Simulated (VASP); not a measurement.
Here is the system:

```
BaZrO3
1.0
    4.23425     0.00000     0.00000
    0.00000     4.23425     0.00000
    0.00000     0.00000     4.23425
Ba Zr O
1 1 3
Direct
  0.00000   0.00000   0.00000
  0.50000   0.50000   0.50000
  0.50000   0.00000   0.50000
  0.00000   0.50000   0.50000
  0.50000   0.50000   0.00000
```

All values below come from PBE GGA, VASP's PBE PAW potentials (set 64) (plane waves; VASP 6.6.1). Settings: 620 eV cut-off, 5×5×5 Γ-centred mesh, Gaussian smearing of 0.050 eV, potentials Ba_sv Zr_sv O.

Q: Predict the energy per atom (σ→0).

A: 
```json
{
  "energy per atom (σ→0)": "-8.347 eV/atom"
}
```

Only differences to runs with the same potentials and settings are physical.

The compound is BaZrO3 in the cubic perovskite structure. It was relaxed first.
